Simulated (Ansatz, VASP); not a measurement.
**One calculation of CuAs, two programs**

```
Cu As
1.0
     3.77968    0.00000    0.00000
    -1.88984    3.27330    0.00000
     0.00000    0.00000    4.85804
Cu As
2 2
Direct
  0.00000 0.00000 0.50000
  0.00000 0.00000 0.00000
  0.66667 0.33333 0.75000
  0.33333 0.66667 0.25000
```

The cell comes from a database or a generator and needn't be the stable form of this composition.

Alike in both runs: task single point; functional LDA; k mesh 12 × 12 × 8; occupations gaussian, width 0.15 eV; no spin polarisation.

|  | VASP | Ansatz |
| --- | --- | --- |
| version | VASP 6.6.1 | Ansatz 0.2.0 |
| potentials or method | VASP PAW LDA potentials, release 64 (Cu, As) | scalar-relativistic, plane waves, PAW |
| plane-wave cutoff (eV) | 520 | 520 |
| valence electrons in the cell | 32 | 68 |

VASP gave:

```
gap on the k mesh at the Fermi level (eV) : none
pressure (GPa)                            : 0.6
```

Question: Which values does Ansatz return?

Answer: gap on the k mesh at the Fermi level (eV): none; pressure (GPa): 0.0.

A gap of «none» marks a metal or a gap that the smearing closes. The two sets of potentials don't hold the same shells in valence.
